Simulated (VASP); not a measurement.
Here is a VASP 6.6.1 calculation.

File INCAR:

```
SYSTEM = BN
PREC = Accurate
ENCUT = 520
EDIFF = 1E-7
ISMEAR = 0
SIGMA = 0.02
LREAL = .False.
LASPH = .True.
NELM = 60
ALGO = Normal
ISIF = 4
LWAVE = .False.
LCHARG = .False.
METAGGA = R2SCAN
LMIXTAU = .True.
IBRION = 2
NSW = 80
EDIFFG = -0.002
```

The input KPOINTS:

```
regular mesh
0
Gamma
  15 15 6
  0 0 0
```

The input POSCAR:

```
BN                                      
1.0
    2.5272928504      0.0000000000     -0.0000000000
   -1.2636464252      2.1886998065     -0.0000000000
    0.0000000000     -0.0000000000      6.8570284046
  B               N             
     2     2
Direct
     0.3333333300000021    0.6666666699999979    0.2500000000000000
     0.6666666699999979    0.3333333300000021    0.7500000000000000
     0.3333333300000021    0.6666666699999979    0.7500000000000000
     0.6666666699999979    0.3333333300000021    0.2500000000000000
```

Potentials or basis: VASP PAW PBE potentials, release 64 (B, N).

Command:

```bash
$ cat potpaw_PBE.64/B/POTCAR potpaw_PBE.64/N/POTCAR > POTCAR
$ mpirun -np 1 vasp_std > vasp.out
```

(1) Predict the band gap on the k mesh.

## Answers

(1) 4.99 eV, indirect (least direct gap 5.37 eV).

Caveat: an odd mesh through Γ misses points on the zone boundary, where band edges often lie.
